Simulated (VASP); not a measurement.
Runs of VASP 6.6.1 on Sc. Symmetry: P6_3/mmc, No. 194, hexagonal system. Conventional cell: a = 3.291 Å, b = 3.291 Å, c = 5.333 Å, α = 90.00°, β = 90.00°, γ = 120.00°. Around Sc (site symmetry -6m2) lie 12 Sc at 3.27 to 3.29 Å. 

```tsv
task	level	potentials or basis	cell	k mesh	cutoff (eV)	mesh quality	gap on the mesh (eV)	pressure (GPa)	relaxed volume (Å³/atom)
relaxation of cell and atoms	RPBE	VASP PAW PBE potentials, release 64 (Sc_sv)	relaxed	15 × 15 × 8	600	not flagged	none	0.0	25.64
relaxation of cell and atoms	PBEsol	VASP PAW PBE potentials, release 64 (Sc_sv)	relaxed	15 × 15 × 8	300	not flagged	none	0.0	(b)
relaxation of cell and atoms	PBEsol	VASP PAW PBE potentials, release 64 (Sc_sv)	relaxed	6 × 6 × 4	600	coarse	none	0.0	(a)
single point	PBEsol	VASP PAW PBE potentials, release 64 (Sc_sv)	as given	15 × 15 × 8	520	not flagged	none	-2.8	-
relaxation of cell and atoms	LDA	VASP PAW LDA potentials, release 64 (Sc_sv)	relaxed	15 × 15 × 8	600	not flagged	none	0.0	22.57
```

Alike in all rows: no spin polarisation; smearing gaussian 0.1 eV.

Question: Fill in the values left out.

Answer: (a) 23.63; (b) 23.46.

Caveats: some runs use coarse meshes; the PAW data sets were made with another functional, which shifts forces and pressure a little (some runs).

A gap of «none» marks a metal or a gap under the smearing width.

Runs at the PBE level aren't shown here.
